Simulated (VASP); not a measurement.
CdS (wurtzite):

```yaml
crystal:
  lattice:
    - [2.07000, -3.58534, 0.00000]
    - [2.07000, 3.58534, 0.00000]
    - [0.00000, 0.00000, 6.72000]
  atoms:
    - { symbol: Cd, position: [0.66667, 0.33333, 0.50000] }
    - { symbol: Cd, position: [0.33333, 0.66667, 0.00000] }
    - { symbol: S, position: [0.66667, 0.33333, 0.87700] }
    - { symbol: S, position: [0.33333, 0.66667, 0.37700] }
```

The lowest empty band near Γ, direction c, from mBJ (TB09) with spin-orbit coupling in VASP (PAW); its two spin partners are averaged. The gap over the points computed is 2.72 eV, and the next band on that side lies 1.41 eV away at the edge.

Numerical set-up: 400 eV cut-off, 7×7×4 Γ-centred mesh, Gaussian smearing of 0.050 eV, potentials Cd S.

```tsv
distance from the edge in k (1/Å)	distance in energy (meV)
0.018	5.2
0.025	10.1
0.035	19.7
0.050	39.9
0.070	77.0
```

Problem. Fit E(1 + αE) = ħ²k²/2m* (ħ²/2m0 = 3.810 eV Å²) and predict the row at 0.095 1/Å.

Solution. Least squares on the energies gives the electron mass m* = 0.235 m0 and α = 0.42 per eV, and so 138.4 meV. The run gave 138.2 meV, -0.2 meV from the fit.

Left out are points under 3 meV from the edge, since the levels carry 0.1 meV, and points farther than half the way to the next band.

The compound is CdS in the wurtzite structure. The cell was not relaxed at this level.
